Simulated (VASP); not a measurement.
Method: optB86b-vdW, VASP's PBE PAW potentials (set 64) (plane waves; VASP).

VASP ran on this input.

INCAR:
```
SYSTEM = SnSe2
PREC = Accurate
ENCUT = 520
EDIFF = 1E-7
NELM = 100
ALGO = Normal
LREAL = .FALSE.
LASPH = .TRUE.
ISMEAR = 0
SIGMA = 0.05
GGA = MK
PARAM1 = 0.1234
PARAM2 = 1.0
LUSE_VDW = .TRUE.
AGGAC = 0.0
LMAXMIX = 4
LWAVE = .FALSE.
LCHARG = .FALSE.
ISIF = 4
IBRION = 2
NSW = 30
EDIFFG = -0.01
```

### KPOINTS
```
K-points
0
Gamma
7 7 4
0 0 0
```

POSCAR:
```
SnSe2
1
    1.9284091197    -3.3401027925     0.0000000000
    1.9284091197     3.3401027925     0.0000000000
    0.0000000000     0.0000000000     6.1744457782
Sn Se
1 2
Direct
  0.0000000000   1.0000000000   0.0000000000
  0.3333330000   0.6666670000   0.2586295722
  0.6666670000   0.3333330000   0.7413704278
```

POTCAR, in this order: Sn_d Se (PBE.64 set). Program: vasp_std.

The resulting files:

OSZICAR:
```
       N       E                     dE             d eps       ncg     rms          rms(c)
DAV:   1     0.203767503016E+03    0.20377E+03   -0.12613E+04   961   0.171E+03
DAV:   2     0.145230686900E+02   -0.18924E+03   -0.18607E+03  1048   0.393E+02
DAV:   3    -0.532224431779E+01   -0.19845E+02   -0.19159E+02  1252   0.119E+02
DAV:   4    -0.588266826701E+01   -0.56042E+00   -0.55978E+00  1115   0.214E+01
DAV:   5    -0.589618497780E+01   -0.13517E-01   -0.13516E-01  1429   0.339E+00    0.460E+00
DAV:   6    -0.565390340672E+01    0.24228E+00   -0.66276E-01  1415   0.850E+00    0.298E+00
DAV:   7    -0.564302736345E+01    0.10876E-01   -0.14682E-01  1117   0.257E+00    0.993E-01
DAV:   8    -0.564364409005E+01   -0.61673E-03   -0.10931E-02  1214   0.103E+00    0.267E-01
DAV:   9    -0.564414958585E+01   -0.50550E-03   -0.14301E-03  1076   0.323E-01    0.810E-02
DAV:  10    -0.564414994885E+01   -0.36300E-06   -0.12233E-04  1318   0.837E-02    0.319E-02
DAV:  11    -0.564417411022E+01   -0.24161E-04   -0.41797E-05  1028   0.454E-02    0.948E-03
DAV:  12    -0.564417363873E+01    0.47149E-06   -0.22868E-06  1341   0.133E-02    0.606E-03
DAV:  13    -0.564417374431E+01   -0.10558E-06   -0.11192E-06  1031   0.679E-03    0.149E-03
DAV:  14    -0.564417382162E+01   -0.77314E-07   -0.54540E-08   721   0.163E-03
   1 F= -.56441738E+01 E0= -.56441738E+01  d E =-.564417E+01
       N       E                     dE             d eps       ncg     rms          rms(c)
DAV:   1    -0.564431326499E+01   -0.13952E-03   -0.10095E-02   963   0.494E-01    0.301E-02
DAV:   2    -0.564435183019E+01   -0.38565E-04   -0.48194E-04  1207   0.142E-01    0.107E-02
DAV:   3    -0.564434910673E+01    0.27235E-05   -0.67374E-06  1128   0.238E-02    0.727E-03
DAV:   4    -0.564434797187E+01    0.11349E-05   -0.25193E-06  1188   0.147E-02    0.272E-03
DAV:   5    -0.564434766496E+01    0.30690E-06   -0.45462E-07  1066   0.661E-03    0.950E-04
DAV:   6    -0.564434762759E+01    0.37371E-07   -0.32459E-08   517   0.177E-03
   2 F= -.56443476E+01 E0= -.56443476E+01  d E =-.173806E-03
       N       E                     dE             d eps       ncg     rms          rms(c)
DAV:   1    -0.564436315229E+01   -0.15487E-04   -0.26007E-02   954   0.793E-01    0.484E-02
DAV:   2    -0.564446298236E+01   -0.99830E-04   -0.12430E-03  1197   0.228E-01    0.172E-02
DAV:   3    -0.564445646387E+01    0.65185E-05   -0.17376E-05  1114   0.382E-02    0.117E-02
DAV:   4    -0.564445407036E+01    0.23935E-05   -0.64834E-06  1198   0.235E-02    0.436E-03
DAV:   5    -0.564445356140E+01    0.50896E-06   -0.11785E-06  1280   0.106E-02    0.154E-03
DAV:   6    -0.564445350172E+01    0.59683E-07   -0.71920E-08   613   0.262E-03
   3 F= -.56444535E+01 E0= -.56444535E+01  d E =-.279680E-03
       N       E                     dE             d eps       ncg     rms          rms(c)
DAV:   1    -0.564488814938E+01   -0.43459E-03   -0.20257E-02   956   0.993E-01    0.109E-01
DAV:   2    -0.564467006458E+01    0.21808E-03   -0.12128E-03  1092   0.417E-01    0.625E-02
DAV:   3    -0.564456282871E+01    0.10724E-03   -0.20845E-04  1301   0.177E-01    0.250E-02
DAV:   4    -0.564455338833E+01    0.94404E-05   -0.39387E-05  1258   0.684E-02    0.674E-03
DAV:   5    -0.564455316591E+01    0.22242E-06   -0.51339E-06  1377   0.206E-02    0.256E-03
DAV:   6    -0.564455317692E+01   -0.11009E-07   -0.66136E-07  1038   0.806E-03
   4 F= -.56445532E+01 E0= -.56445532E+01  d E =-.996752E-04
       N       E                     dE             d eps       ncg     rms          rms(c)
DAV:   1    -0.564519461231E+01   -0.64145E-03   -0.36608E-02   955   0.133E+00    0.146E-01
DAV:   2    -0.564480086318E+01    0.39375E-03   -0.21874E-03  1092   0.548E-01    0.841E-02
DAV:   3    -0.564460729226E+01    0.19357E-03   -0.37764E-04  1303   0.236E-01    0.336E-02
DAV:   4    -0.564459030936E+01    0.16983E-04   -0.70685E-05  1266   0.929E-02    0.908E-03
DAV:   5    -0.564458993139E+01    0.37797E-06   -0.92091E-06  1387   0.278E-02    0.348E-03
DAV:   6    -0.564458996333E+01   -0.31934E-07   -0.11842E-06  1052   0.107E-02    0.101E-03
DAV:   7    -0.564458997996E+01   -0.16629E-07   -0.85739E-08   527   0.357E-03
   5 F= -.56445900E+01 E0= -.56445900E+01  d E =-.136478E-03
```

OUTCAR:
```
------------------------ aborting loop because EDIFF is reached ----------------------------------------
  FORCE on cell =-STRESS in cart. coord.  units (eV):
  Direction    XX          YY          ZZ          XY          YZ          ZX
  --------------------------------------------------------------------------------------
  Total       -0.1284266     -0.1284266     -0.1168691      0.0000000     -0.0000000      0.0000000
  in kB       -2.5868932     -2.5868936     -2.3540918      0.0000000     -0.0000000      0.0000000
  external PRESSURE =      -2.5092929 kB  Pullay stress =       0.0000000 kB
  volume of cell :       79.54
      direct lattice vectors                 reciprocal lattice vectors
     1.932104955 -3.346504167 -0.000000000     0.258785113 -0.149409645  0.000000000
     1.932104955  3.346504167  0.000000000     0.258785113  0.149409645 -0.000000000
     0.000000000  0.000000000  6.150846740    -0.000000000 -0.000000000  0.162579242
 POSITION                                       TOTAL-FORCE (eV/Angst)
 -----------------------------------------------------------------------------------
      0.00000     -0.00000     -0.00000        -0.000000     -0.000000      0.000000
      1.93210      1.11550      1.59934         0.000000      0.000000      0.001599
      1.93210     -1.11550      4.55151        -0.000000     -0.000000     -0.001599
 -----------------------------------------------------------------------------------
    total drift:                                0.000000     -0.000000      0.000000
  FREE ENERGIE OF THE ION-ELECTRON SYSTEM (eV)
  ---------------------------------------------------
  free  energy   TOTEN  =        -5.6445899800 eV

  energy  without entropy=       -5.6445899800  energy(sigma->0) =       -5.64458998

 reached required accuracy - stopping structural energy minimisation
```
(Selected blocks of OUTCAR.)

CONTCAR:
```
SnSe2
   1.00000000000000
     1.9321049553050123   -3.3465041671200799   -0.0000000000000000
     1.9321049553050123    3.3465041671200799    0.0000000000000000
     0.0000000000000000    0.0000000000000001    6.1508467396816497
  Sn              Se
     1     2
Direct
     0.0000000000000000    0.0000000000000000    0.0000000000000000
     0.3333330000000032    0.6666669999999968    0.2600187669880403
     0.6666669999999968    0.3333330000000032    0.7399812330119598
```

The compound is SnSe2 in the 1T layered structure. This run relaxes it. Symmetry was kept, so distortions that lower it aren't found.
